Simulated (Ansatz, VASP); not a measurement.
One calculation of CsGeH3, two programs

File INCAR:

```
SYSTEM = CsGeH3
PREC     = Accurate       ! precision mode
ENCUT    = 520            ! plane-wave cutoff, eV
EDIFF    = 1E-6           ! SCF threshold, eV
ISMEAR   = 0              ! smearing method
SIGMA    = 0.05           ! smearing width, eV
LREAL    = .False.        ! projectors in reciprocal space
LASPH    = .True.         ! aspherical terms in the spheres
NELM     = 60             ! most SCF steps
ALGO     = Normal         ! electronic algorithm
ISIF     = 2              ! what is computed and relaxed
LWAVE    = .False.        ! write WAVECAR
LCHARG   = .False.        ! write CHGCAR
GGA      = PE             ! functional
NBANDS   = 21             ! bands
```

The input KPOINTS:

```
Automatic mesh
0
Gamma
  4 4 4
  0 0 0
```

File POSCAR:

```
CsGeH3
1.0
    4.2703580729      0.0000000000      0.0000000000
    0.0000000000      4.2703580729      0.0000000000
    0.0000000000      0.0000000000      4.2703580729
Cs Ge H
1 1 3
Direct
    0.0000000000      0.0000000000      0.0000000000
    0.5000000000      0.5000000000      0.5000000000
    0.5000000000      0.5000000000      0.0000000000
    0.5000000000      0.0000000000      0.5000000000
    0.0000000000      0.5000000000      0.5000000000
```

Input for Ansatz:

```yaml
crystal:
  lattice:
    - [4.2703580729, 0.0, 0.0]
    - [0.0, 4.2703580729, 0.0]
    - [0.0, 0.0, 4.2703580729]
  atoms:
    - { symbol: Cs, position: [0.0, 0.0, 0.0] }
    - { symbol: Ge, position: [0.5, 0.5, 0.5] }
    - { symbol: H, position: [0.5, 0.5, 0.0] }
    - { symbol: H, position: [0.5, 0.0, 0.5] }
    - { symbol: H, position: [0.0, 0.5, 0.5] }
basis:
  ecutwfc: 420
kpoints:
  mp_grid: { grid: [4, 4, 4] }
hamiltonian:
  xc: pbe
scf:
  occupations: { method: gaussian, width: 0.05 }
output:
  forces: true
  stress: true
  eigenvalues: true
```

The cell comes from a database or a generator and needn't be the stable form of this composition.

Alike in both runs: task single point; functional PBE; k mesh 4 × 4 × 4; occupations gaussian, width 0.05 eV; no spin polarisation.

```csv
,VASP,Ansatz
version,VASP 6.6.1,Ansatz 0.2.0
potentials or method,"VASP PAW PBE potentials, release 64 (Cs_sv, Ge_d, H)","scalar-relativistic, plane waves, PAW"
plane-wave cutoff (eV),520,420
valence electrons in the cell,26,26
```

```csv
,VASP,Ansatz,Ansatz less VASP
gap on the k mesh at the Fermi level (eV),none,none,-
pressure (GPa),0.0,-0.1,-0.07
```

A gap of «none» marks a metal or a gap that the smearing closes. With one functional, cell and mesh, what is left measures potentials, basis and numerics.

Caveats: the k mesh is coarse (spacing up to 0.37 Å⁻¹), so the values aren't converged. The runs have no spin-orbit coupling, so splittings on Cs are missing.
